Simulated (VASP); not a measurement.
Set up this calculation in VASP 6.6.1, as the native input.

| Item | Value |
| --- | --- |
| Task | relaxation of cell and atoms |
| Functional | PBE |
| Potentials or basis | VASP PAW PBE potentials, release 64 (Rb_sv, W_sv) |
| Cutoff | 600 eV |
| k mesh | 6 × 6 × 2 |
| Occupations | gaussian, width 0.1 eV |
| Spin | no spin polarisation |
| Dipole correction | no |
| Further INCAR settings | ALGO = Normal; EDIFF = 1e-07; IBRION = 2; EDIFFG = -0.04; NSW = 90; ISIF = 3 |

The structure of RbW2 lies in POSCAR:

```
RbW2
1.0
    4.0460034800      0.0000000000      0.0000000000
   -2.0230017400      3.5039418000      0.0000000000
    0.0000000000      0.0000000000      8.5637767100
Rb W
1 2
Direct
    0.0000000000      0.0000000000      0.5000000000
    0.3333333300      0.6666666700      0.8700747400
    0.6666666700      0.3333333300      0.1299252600
```

The cell was built by a generator and needn't be a form met in nature.

One way to write it, as run:

INCAR

```
PREC     = Accurate       # precision mode
ENCUT    = 600            # plane-wave cutoff, eV
EDIFF    = 1E-7           # SCF threshold, eV
ISMEAR   = 0              # smearing method
SIGMA    = 0.1            # smearing width, eV
LREAL    = F              # projectors in reciprocal space
LASPH    = T              # aspherical terms in the spheres
NELM     = 100            # most SCF steps
ALGO     = Normal         # electronic algorithm
ISIF     = 3              # what is computed and relaxed
LWAVE    = F              # write WAVECAR
LCHARG   = F              # write CHGCAR
GGA      = PE             # functional
IBRION   = 2              # ionic algorithm
NSW      = 90             # ionic steps
EDIFFG   = -0.04          # ionic threshold
```

KPOINTS

```
Automatic mesh
0
Gamma
  6 6 2
```

Potentials or basis: VASP PAW PBE potentials, release 64 (Rb_sv, W_sv).

Run with:

```sh
$ cat potpaw_PBE.64/Rb_sv/POTCAR potpaw_PBE.64/W_sv/POTCAR > POTCAR
$ mpirun -np 1 vasp_std > vasp.out
```

It gave:

```json
{"Relaxed volume": "24.87 Å³/atom", "Relaxed cell": "a = 3.218 Å, b = 3.218 Å, c = 8.318 Å, α = 90.00°, β = 90.00°, γ = 120.00°", "Space group after relaxing (to 0.05 Å)": "P-3m1 (No. 164)", "Energy gained by relaxing": "2230.3 meV/atom", "Ionic steps": "18", "Pressure after relaxing": "0.0 GPa", "Largest force after relaxing": "0.030 eV/Å", "Band gap on the k mesh": "none (metal or under the smearing width)"}
```

Caveat: the k mesh is coarse (spacing up to 0.37 Å⁻¹), so the values aren't converged; the volume moved by over 15 % at a fixed basis, so the end points are rough.

It took 8.8 min on 1 thread of Intel(R) Xeon(R) Platinum 8488C (Sapphire Rapids) (shared host), peak memory 0.3 GiB.
